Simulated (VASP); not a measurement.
# Sound and unsound inputs on Bi, part 3 of 3

Aim: change the input of a sound run on Bi piece by piece and see what each change does. All runs use LDA. This is not the structure that Bi takes at ambient conditions. The start is a computed cell from the Materials Project.

VASP 6.6.1; LDA; plane waves and PAW (Bi_d).

Still holding for the runs below: This run has no spin polarisation. Its electron count is odd, so without a moment it is a metal by construction. The k-mesh is coarse for a metal.

So far. Step 2 (Reference run): The pressure is -2.25 GPa and the largest force 0.000 eV/Å, so the cell is not at a minimum at these settings. Step 5 (A single point (LDA) with a changed input): Against the reference run the energy at zero smearing moves by -0.17 meV an atom and the pressure by +0.06 GPa.

The starting crystal is not the ambient structure of Bi (space group No. 166); it is a model or a phase of other conditions.

## (8) Self-consistent run (LDA) with a changed input, try 2

A single point gives energy, forces and stress at these settings. Some settings are moved from the usual, to see what they do.

File INCAR:

```
SYSTEM = Bi
PREC = Accurate
ENCUT = 400
EDIFF = 1E-06
NELM = 100
ISMEAR = 0
SIGMA = 0.3
LREAL = .FALSE.
ALGO = Normal
GGA = CA
NBANDS = 13
LORBIT = 11
LWAVE = .FALSE.
LCHARG = .FALSE.
KPAR = 2
ISIF = 2
LMAXMIX = 4
```

File POSCAR:

```
Bi
1.0
   -1.9814305318      1.9814305318      1.9814305318
    1.9814305318     -1.9814305318      1.9814305318
    1.9814305318      1.9814305318     -1.9814305318
Bi
1
Direct
    0.0000000000      0.0000000000      0.0000000000
```

File KPOINTS:

```
Automatic mesh
0
Gamma
7 7 7
0 0 0
```

Potentials, in the order of the species: Bi_d (LDA family, release 64).

Started as:

```
$ mpirun -np 2 vasp_std
```

What it wrote:

```text
[... set-up lines as in an earlier step ...]
 entering main loop
       N       E                     dE             d eps       ncg     rms          rms(c)
DAV:   1     0.979213726253E+02    0.97921E+02   -0.69283E+03   543   0.110E+03
DAV:   2     0.889771310516E+00   -0.97032E+02   -0.94687E+02   555   0.304E+02
DAV:   3    -0.431750369675E+01   -0.52073E+01   -0.51938E+01   643   0.758E+01
DAV:   4    -0.443166918638E+01   -0.11417E+00   -0.11414E+00   664   0.120E+01
DAV:   5    -0.443709168872E+01   -0.54225E-02   -0.54223E-02   724   0.235E+00    0.443E-01
DAV:   6    -0.443136370018E+01    0.57280E-02   -0.81028E-03   659   0.126E+00    0.255E-01
DAV:   7    -0.442961500236E+01    0.17487E-02   -0.44336E-03   675   0.938E-01    0.703E-02
DAV:   8    -0.442953968601E+01    0.75316E-04   -0.36133E-04   640   0.318E-01    0.865E-03
DAV:   9    -0.442953918494E+01    0.50107E-06   -0.92929E-06   713   0.443E-02
   1 F= -.44295392E+01 E0= -.44114108E+01  d E =-.362568E-01
```

Wall time 2.8 s (2 MPI ranks of Intel Xeon Platinum 8259CL at 2.50GHz (Skylake/Cascade Lake), shared host); peak memory 0.22 GiB.

Parts of OUTCAR (step 8):

```text
   NELECT =      15.0000    total number of electrons

 E-fermi :   7.6495

 k-point     1 :       0.0000    0.0000    0.0000
  band No.  band energies     occupation
    ...
      2     -15.2772      2.00000
      3     -15.2772      2.00000
      4     -15.1457      2.00000
      5     -15.1457      2.00000
      6      -5.8521      2.00000
      7      12.7283      0.00000
      8      12.7283      0.00000
      9      12.7283      0.00000
     10      16.9077      0.00000
     11      18.1964      0.00000
    ...

  Total       -0.4419352     -0.4419352     -0.4419352      0.0000000      0.0000000      0.0000000
  in kB      -22.7547799    -22.7547799    -22.7547799      0.0000000      0.0000000      0.0000000
  external PRESSURE =     -22.7547799 kB  Pullay stress =       0.0000000 kB

 POSITION                                       TOTAL-FORCE (eV/Angst)
 -----------------------------------------------------------------------------------
      0.00000      0.00000      0.00000         0.000000      0.000000      0.000000
 -----------------------------------------------------------------------------------
    total drift:                               -0.000000      0.000000      0.000000

  FREE ENERGIE OF THE ION-ELECTRON SYSTEM (eV)
  ---------------------------------------------------
  free  energy   TOTEN  =        -4.4295391849 eV

  energy  without entropy=       -4.3932824088  energy(sigma->0) =       -4.41141080

[... 8 parts as in an earlier step ...]

[... 9 further parts left out ...]
```

The run converged, and its energy and pressure stay near those of the sound run.

Against the sound run on this cell (reference run) the energy at zero smearing moves by -1.8 meV an atom and the pressure by -0.02 GPa.

Settings moved from the usual: LMAXMIX = 4, ISMEAR = 0 and SIGMA = 0.3.

LMAXMIX acts on the way to self-consistency or on speed; a fully converged result doesn't depend on them, though slow mixing can meet EDIFF with the stress still off.

## (9) Full relaxation (LDA)

Properties are meant for the cell that this level of theory prefers, so cell and atoms are relaxed first (ISIF = 3) until forces and stress are small; EDIFFG sets the threshold.

File INCAR:

```
SYSTEM = Bi
PREC = Accurate
ENCUT = 400
EDIFF = 1E-06
NELM = 100
ISMEAR = -1
SIGMA = 0.05
LREAL = .FALSE.
ALGO = Normal
GGA = CA
NBANDS = 13
LORBIT = 11
LWAVE = .FALSE.
LCHARG = .FALSE.
KPAR = 2
IBRION = 2
NSW = 60
ISIF = 3
EDIFFG = -0.01
```

POSCAR is that of step 8.

KPOINTS is that of step 8.

Started as:

```
$ mpirun -np 2 vasp_std
```

What it wrote:

```text
[... set-up lines as in an earlier step ...]
 entering main loop
       N       E                     dE             d eps       ncg     rms          rms(c)
[... 9 cycles as in an earlier step ...]
   1 F= -.44138894E+01 E0= -.44095679E+01  d E =-.441389E+01
 curvature:   0.00 expect dE= 0.000E+00 dE for cont linesearch  0.000E+00
 trial: gam= 0.00000 g(F)=  0.516E-62 g(S)=  0.277E-01 ort = 0.000E+00 (trialstep = 0.100E+01)
 search vector abs. value=  0.277E-01
 bond charge predicted
       N       E                     dE             d eps       ncg     rms          rms(c)
DAV:   1    -0.519299369523E+01   -0.77910E+00   -0.17192E+01   650   0.706E+01    0.471E+00
DAV:   2    -0.452406731697E+01    0.66893E+00   -0.10302E+00   630   0.197E+01    0.179E+00
DAV:   3    -0.441712940571E+01    0.10694E+00   -0.38838E-01   807   0.111E+01    0.172E-01
DAV:   4    -0.441820466419E+01   -0.10753E-02   -0.62679E-03   545   0.800E-01    0.102E-01
DAV:   5    -0.441922631944E+01   -0.10217E-02   -0.40041E-03   580   0.533E-01    0.450E-02
DAV:   6    -0.441909986582E+01    0.12645E-03   -0.38721E-04   560   0.205E-01    0.910E-03
DAV:   7    -0.441910833370E+01   -0.84679E-05   -0.30283E-05   630   0.414E-02    0.226E-03
DAV:   8    -0.441910827630E+01    0.57405E-07   -0.11562E-06   575   0.863E-03
   2 F= -.44191083E+01 E0= -.44149945E+01  d E =-.521892E-02
 trial-energy change:   -0.005219  1 .order   -0.004277   -0.027684    0.019129
 step:   0.6198(harm=  0.5914)  dis= 0.00000  next Energy=    -4.422693 (dE=-0.880E-02)
 bond charge predicted
       N       E                     dE             d eps       ncg     rms          rms(c)
DAV:   1    -0.453232690770E+01   -0.11322E+00   -0.27032E+00   635   0.309E+01    0.175E+00
DAV:   2    -0.443879479849E+01    0.93532E-01   -0.14984E-01   630   0.711E+00    0.686E-01
DAV:   3    -0.442264294797E+01    0.16152E-01   -0.64701E-02   831   0.430E+00    0.764E-02
DAV:   4    -0.442273540118E+01   -0.92453E-04   -0.98236E-04   560   0.349E-01    0.430E-02
DAV:   5    -0.442284945182E+01   -0.11405E-03   -0.61417E-04   565   0.217E-01    0.176E-02
DAV:   6    -0.442282501680E+01    0.24435E-04   -0.69563E-05   615   0.101E-01    0.407E-03
DAV:   7    -0.442282554154E+01   -0.52474E-06   -0.62088E-06   575   0.148E-02
   3 F= -.44228255E+01 E0= -.44186367E+01  d E =-.893619E-02
 curvature:  -0.29 expect dE=-0.104E-07 dE for cont linesearch -0.104E-07
 trial: gam= 0.00000 g(F)=  0.211E-61 g(S)=  0.355E-07 ort =-0.313E-04 (trialstep = 0.924E+00)
 search vector abs. value=  0.356E-07
 reached required accuracy - stopping structural energy minimisation
```

The job ended after 4.2 s (2 MPI ranks; peak memory 0.24 GiB).

OUTCAR, selected parts (step 9):

```text
   NELECT =      15.0000    total number of electrons

 E-fermi :   8.1273

 k-point     1 :       0.0000    0.0000    0.0000
  band No.  band energies     occupation
    ...
      2     -14.8037      2.00000
      3     -14.8037      2.00000
      4     -14.6536      2.00000
      5     -14.6536      2.00000
      6      -5.6269      2.00000
      7      13.5246      0.00000
      8      13.5246      0.00000
      9      13.5246      0.00000
     10      17.9374      0.00000
     11      18.7075      0.00000
    ...

  Total        0.0004950      0.0004950      0.0004950      0.0000000      0.0000000      0.0000000
  in kB        0.0265152      0.0265152      0.0265152      0.0000000      0.0000000      0.0000000
  external PRESSURE =       0.0265152 kB  Pullay stress =       0.0000000 kB

  FREE ENERGIE OF THE ION-ELECTRON SYSTEM (eV)
  ---------------------------------------------------
  free  energy   TOTEN  =        -4.4228255415 eV

  energy  without entropy=       -4.4144477748  energy(sigma->0) =       -4.41863666

[... 9 parts as in an earlier step ...]

[... 10 further parts left out ...]
```

CONTCAR:

```
Bi
   1.00000000000000
    -1.9555183397542952    1.9555183397542952    1.9555183397542952
     1.9555183397542952   -1.9555183397542952    1.9555183397542952
     1.9555183397542952    1.9555183397542952   -1.9555183397542952
  Bi
     1
Direct
     0.0000000000000000    0.0000000000000000    0.0000000000000000
```

The run keeps the 48 symmetry operations of its start, so it cannot find a distortion of lower symmetry.

The steps of the relaxation:

```tsv
step	energy less that of the first step (eV)	largest force (eV/Å)	pressure (GPa)	volume (Å³)
1	0.0000	0.0000	-2.25	31.12
2	-0.0052	0.0000	1.66	29.19
3	-0.0089	0.0000	0.00	29.91
```

```tsv
conventional cell, symmetrised	before	after	change
a (Å)	3.963	3.911	-1.3 %
b (Å)	3.963	3.911	-1.3 %
c (Å)	3.963	3.911	-1.3 %
volume (Å³/atom)	31.12	29.91	-3.9 %
```

The relaxed structure:

```cif
data_structure
_symmetry_space_group_name_H-M 'P 1'
_symmetry_Int_Tables_number 1
_cell_length_a 3.3871
_cell_length_b 3.3871
_cell_length_c 3.3871
_cell_angle_alpha 109.471
_cell_angle_beta 109.471
_cell_angle_gamma 109.471
_cell_volume 29.91
loop_
_atom_site_label
_atom_site_type_symbol
_atom_site_fract_x
_atom_site_fract_y
_atom_site_fract_z
_atom_site_occupancy
Bi1 Bi 0.00000 0.00000 0.00000 1
```

Numbers from this step:

```yaml
free_energy_toten: -4.423 eV
energy_at_zero_smearing: -4.419 eV
fermi_energy: 8.127 eV
pressure: 0.002652 GPa
scf_cycles_over_all_ionic_steps: 24
```

It ends with forces that vanish by symmetry and a pressure of 0.00 GPa.

## (10) The runs together

| changed | job | ended | energy (meV/atom) | pressure (GPa) | volume (%) |
| --- | --- | --- | --- | --- | --- |
| EDIFF = 1e-08, k = 6×6×6, NELECT = 16.0 | single point | converged, with a warning or advice | - | - | - |
| ALGO = Eigenval | single point | converged, with a warning or advice | +1307865.34 | +895.69 | - |
| ENCUT = 700, ALGO = Damped, TIME = 0.1 | single point | converged | -0.17 | +0.06 | - |
| PSTRESS = 200, NELECT = 15.1 | relaxation | converged, with a warning or advice | - | - | -11.8 |
| POTIM = 5.0, IBRION = 3 | relaxation | crashed | - | - | - |
| LMAXMIX = 4, ISMEAR = 0, SIGMA = 0.3 | single point | converged | -1.84 | -0.02 | - |

## (11) Results

| Quantity | Value |
| --- | --- |
| EDIFF = 1e-08, k = 6×6×6, NELECT = 16.0 (single point) | converged, with a warning or advice |
| ALGO = Eigenval (single point) | converged, with a warning or advice, +1307865.34 meV/atom |
| ENCUT = 700, ALGO = Damped, TIME = 0.1 (single point) | converged, -0.17 meV/atom |
| PSTRESS = 200, NELECT = 15.1 (relaxation) | converged, with a warning or advice, volume -11.8 % |
| POTIM = 5.0, IBRION = 3 (relaxation) | crashed |
| LMAXMIX = 4, ISMEAR = 0, SIGMA = 0.3 (single point) | converged, -1.84 meV/atom |

Changes that show themselves, by a stop, a warning or no convergence: EDIFF = 1e-08, k = 6×6×6, NELECT = 16.0; ALGO = Eigenval; PSTRESS = 200, NELECT = 15.1; POTIM = 5.0, IBRION = 3 (where several settings stand together, the step names the one at fault, if it is known). Changes with no effect beyond 1 meV an atom and 0.1 GPa here: ENCUT = 700, ALGO = Damped, TIME = 0.1. Differences of single points are from the reference run, and of volumes from the sound relaxation. The k-sampling is coarse for a metal, so the Fermi level, pressures and the shape of the cell carry errors.

[Lines on the potential files, build, host, timing and source positions are cut from VASP's logs without a mark.]

[Logs are printed without paths, hosts, clocks, repeated set-up lines and the standing remarks that a program may print on its own settings, such as how far it seeks lower states.]

[Hosts, paths, dates, database ids (printed as entryN), source tags and the programs' standing remarks are cut or masked in the printed files.]

[A measured line is paired with the nearest computed mode of its activity, which favours agreement.]

[In band tables of VASP the shares of atoms and orbitals are scaled to a sum of 1 inside the atoms' spheres.]
